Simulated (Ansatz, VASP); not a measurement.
# AgF: VASP beside Ansatz

Wanted: the spread between two codes on one cell, functional and k mesh. The cell is generated by rule, not measured, and may not be a known phase. The cell is taken from a series of runs on this material, whose earlier steps may have relaxed, scaled, displaced or heated it; both programs get it as it stands.

Program: Ansatz 0.2.0. Level of theory: plane waves, with VASP 6.6.1 beside it; zone-centre phonons at PBEsol. Results are calculated unless marked as measured.

The structure was built from a prototype and need not be the compound's stable phase.

### Step 1. The starting structure

Symmetry: P6_3/mmc, No. 194, hexagonal system. Conventional cell: a = 3.159 Å, b = 3.159 Å, c = 6.583 Å, α = 90.00°, β = 90.00°, γ = 120.00°. Ag has 6 F at 2.46 Å nearest. Nearest to F lie 6 Ag at 2.46 Å. Farther neighbours and most contacts between anions are not listed.

### Step 2. Ansatz: zone-centre phonons, PBEsol

Ansatz runs on its default PAW (the set named soft_2) files.

Second derivatives magnify differences that forces hide, and they need a tight electronic threshold.

input.yaml

```yaml
crystal:
  lattice:
    - [3.1588900697, 2.6804e-06, 0.0]
    - [-1.5794473562, 2.7356777079, 0.0]
    - [0.0, 0.0, 6.5827393031]
  atoms:
    - { symbol: Ag, position: [0.0, 0.0, 0.0] }
    - { symbol: Ag, position: [0.0, 0.0, 0.5] }
    - { symbol: F, position: [0.3333333333, 0.6666666667, 0.25] }
    - { symbol: F, position: [0.6666666667, 0.3333333333, 0.75] }
kpoints:
  mp_grid: { grid: [15, 15, 6] }
hamiltonian:
  xc: pbesol
scf:
  occupations: { method: methfessel_paxton, width: 0.15 }
output:
  eigenvalues: true
phonons:
  method: dfpt
```

Run with:

```console
$ ansatz run input.yaml --threads 8 --pin off --max-ram 14336MiB --backend cpu --events-out ev --progress --plain --runs-dir out
```

Numbers of over 12 decimals in the logs are rounded to 6 here.

The log of the run:

```text
Engine: ansatz 0.2.0, aarch64-unknown-linux-gnu
Pseudopotentials: kind: paw
Pseudopotential: Ag, paw, valence charge 19, recommended cutoff 420 eV (normal), Ag.paw.azcp
Pseudopotential: F, paw, valence charge 7, recommended cutoff 420 eV (normal), F.paw.azcp
Functional definition: PBEsol
  exchange = pbesol_x
  correlation = pbesol_c
Crystal: 4 atoms, lattice volume = 56.886 Å³
Basis set: ecut = 420 eV, 1089 PW (Γ), exchange–correlation on 48×48×96 points (8 copies of the dense FFT grid, shifted against one another)
Bands: 32, of which v1, the nominal top of the filled ones, is band 26 counted from 1 (25 counted from 0)
Symmetry: 24 space group operations
k-points: 368 of 1350 (irreducible under 2 space group operations, time reversal used)
Non-local potential: Ag, projectors of the file, l = 0: 3, l = 1: 2, l = 2: 2, l = 3: 1
Non-local potential: F, projectors of the file, l = 0: 2, l = 1: 2, l = 2: 1
PAW form: soft (Blöchl's): semilocal exchange-correlation on the pseudo side does not see the compensation charge
PAW frozen core: Ag, regenerated for the run's functional, and the local potential with it (the file was generated under x = pbe(κ = 0.804, μ = 0.219515), c = pbe(β = 0.066725))
PAW frozen core: F, regenerated for the run's functional, and the local potential with it (the file was generated under x = pbe(κ = 0.804, μ = 0.219515), c = pbe(β = 0.066725))
PAW one-centre angular grid: Ag, 590 points (default); XC on 64 Gauss nodes
PAW one-centre angular grid: F, 110 points (default); XC on 64 Gauss nodes
Initial density: superposition of atomic densities (neutral atoms: chi_scale 0, normalization atom), corrected by the library's trained network
Initial wavefunctions: pseudopotential atomic-orbital guess
Functional: x = pbesol(κ = 0.804, μ = 0.123457), c = pbesol(β = 0.046)
SCF iter   1: F=—  HF=-16643.157665 eV  |F-HF|=—  |Δ(HF+E_count)|=         —  Δρ=1.69e-2  dr2=1.14e-1  ethr=1.77e-3  ⟨swp⟩=5.0  Hψ=40446  notcnv=0  defer=3
preconditioner: auto → LDOS  [metal: Δε(μ)=0.066 eV  Ē_g=12.826 eV  σ=0.150 eV  W_gap=0.34  n_scr=22 (ndim 8)  ℏωp=29.5 eV  f_vac=0.041  D(μ)=1.51/eV (n_scr^D=4)  β→1.0]
SCF iter   2: F=—  HF=-16643.191078 eV  |F-HF|=—  |Δ(HF+E_count)|=   3.34e-2  S|Δr|=    0.00e0  Δρ=2.32e-2  dr2=2.05e-1  ethr=2.20e-4  ⟨swp⟩=2.0  Hψ=25270  notcnv=0  defer=558
SCF iter   3: F=—  HF=-16643.133381 eV  |F-HF|=—  |Δ(HF+E_count)|=   5.77e-2  S|Δr|=    0.00e0  Δρ=7.06e-3  dr2=1.89e-2  ethr=2.20e-4  ⟨swp⟩=2.0  Hψ=18403  notcnv=0  defer=558
SCF iter   4: F=—  HF=-16643.127491 eV  |F-HF|=—  |Δ(HF+E_count)|=   5.89e-3  S|Δr|=    0.00e0  Δρ=5.78e-4  dr2=1.88e-4  ethr=3.63e-5  ⟨swp⟩=2.0  Hψ=17086  notcnv=0  defer=558
SCF iter   5: F=—  HF=-16643.127448 eV  |F-HF|=—  |Δ(HF+E_count)|=   4.32e-5  S|Δr|=    0.00e0  Δρ=7.48e-5  dr2=1.51e-6  ethr=3.62e-7  ⟨swp⟩=2.0  Hψ=15174  notcnv=0  defer=557
SCF iter   6: F=—  HF=-16643.127446 eV  |F-HF|=—  |Δ(HF+E_count)|=   1.57e-6  S|Δr|=    0.00e0  Δρ=7.58e-6  dr2=2.15e-8  ethr=2.91e-9  ⟨swp⟩=2.0  Hψ=18065  notcnv=0  defer=549
SCF iter   7: F=—  HF=-16643.127446 eV  |F-HF|=—  |Δ(HF+E_count)|=   3.38e-9  S|Δr|=    0.00e0  Δρ=5.46e-7  dr2=1.00e-10  ethr=4.13e-11  ⟨swp⟩=2.0  Hψ=17247  notcnv=0  defer=549
SCF iter   8: F=-16643.127446 eV  HF=-16643.127446 eV  |F-HF|=0.00e0  |Δ(HF+E_count)|=  1.46e-11  S|Δr|=    0.00e0  Δρ=5.91e-8  dr2=1.03e-12  ethr=1.00e-12  ⟨swp⟩=8.9  Hψ=56446  notcnv=0
SCF 1 converged in 8 iterations: F = -16643.127446 eV  dr2 = 1.03e-12
  greatest PAW one-centre occupation: 1.001 electrons in one spin orbital (limit 2), on the Ag atom at site 1 (counted from 0), in its partial waves of l = 0
DFPT response loops at Γ: preconditioner auto → Kerker (q_TF=auto, 2.688 Å⁻¹) (partly filled bands, converged f_vac=0.039); β = 1.00, the filter's whole step (`scf.mixing.beta` (0.50) is not read by the response loops under this deck's `scf.mixing.preconditioner`; to damp them name `kerker` or `kerker_dos`, under which they read `scf.mixing.beta`, and type it under 1.00, their step now; both keys bind the ground state too); Broyden in place of MSR1
SCF converged after 8 iterations
Stability not checked: this state was not tested for a lower state beside it, because cold or Methfessel-Paxton smearing, or corrected tetrahedra, fill the levels in a way that the test cannot read (fill_not_monotonic; see scf.lower_state_search)
Free energy (F): -16643.127446 eV
Harris-Foulkes:  -16643.127446 eV  (|F-HF|=0.00e0)
Internal energy: -16643.130708 eV  (E = F + TS)
E sigma→0 (E₀):  -16643.128262 eV
Entropy (-TS):   0.003262 eV (0.815 meV/atom)
Fermi energy:    9.773063 eV
--- Per-component energies (eV) ---
  E_band       = -649.572331
  E_kinetic    = 1465.774439
  E_local      = -6028.988160  (includes V_loc(G=0)·N_el)
  E_nonlocal   = 321.791421
  E_hartree    = 2610.107928
  E_xc         = -519.260672
  E_vxc        = -664.388862  (∫ρ·V_xc dr)
  E_paw        = -8062.856039  (= ΣΔE_a)
  E_vpaw       = -963.981568  (= ΣTr[D̂ρ^β])
  E_aug_tail   = 0.004480  (compensation charges beyond the density's cutoff)
  E_ewald      = -6430.434468
  E_core_change = 0.730363  (= ΣΔE_core)
  E_smearing   = 0.003262  (= −TS)
  E_closure    = -0.000000  (closes the sum)
  Σ components = -16643.127446   (vs F -16643.127446, Δ=0.00e0)
--- Band table (eV; the first three rows and the last of 368) ---
  k-point 0: bands = [... 22 lower, 8.5258, 8.5258, 9.1196, 9.3083, 9.3083, 14.0352, 14.9633, 23.1860, ... 2 higher]
  k-point 1: bands = [... 22 lower, 8.5610, 8.5610, 9.2549, 9.2549, 9.3743, 13.1470, 15.9455, 22.1035, ... 2 higher]
  k-point 2: bands = [... 22 lower, 8.6870, 8.6870, 9.1055, 9.1055, 10.0410, 12.0094, 17.3643, 20.4891, ... 2 higher]
  k-point 367: bands = [... 22 lower, 8.7832, 8.9722, 9.0557, 9.5857, 13.7289, 15.0917, 18.6866, 19.2875, ... 2 higher]
--- Phonons (Γ-DFPT): 4 representative perturbations + reference, on 368 of 1350 k-points (Σ response iterations 14) ---
  k mesh reduced under 2 symmetry operations, with k and −k counted as one. Each operation leaves every solved perturbation unchanged. A smaller set is not used because it would not reduce the number of displacements times k-points to solve
  ASR residual: 3.556e-5 → 0.000e0 eV/Å²; symmetrization residual: 1.563e-4 eV/Å²
  ASR residual per site (eV/Å²): 3.56e-5 3.56e-5 2.93e-5 2.93e-5
  Γ frequencies (cm⁻¹): 0.00 0.00 0.00 37.53 37.53 47.09 47.09 138.40 138.40 152.90 238.00 290.72
  non-analytic LO–TO correction: not included (Born effective charges unavailable; polar crystals: no LO–TO splitting at Γ)
```

The column dr2 measures how far the density is from self-consistency, as an energy; F and HF (Harris–Foulkes) agree once it is small.

[end of part 1 of 2]

[Lines on the potential files, build, host, timing and source positions are cut from VASP's logs without a mark.]

[Logs are printed without paths, hosts, clocks, repeated set-up lines and the standing remarks that a program may print on its own settings, such as how far it seeks lower states.]

[Hosts, paths, dates, database ids (printed as entryN), source tags and the programs' standing remarks are cut or masked in the printed files.]
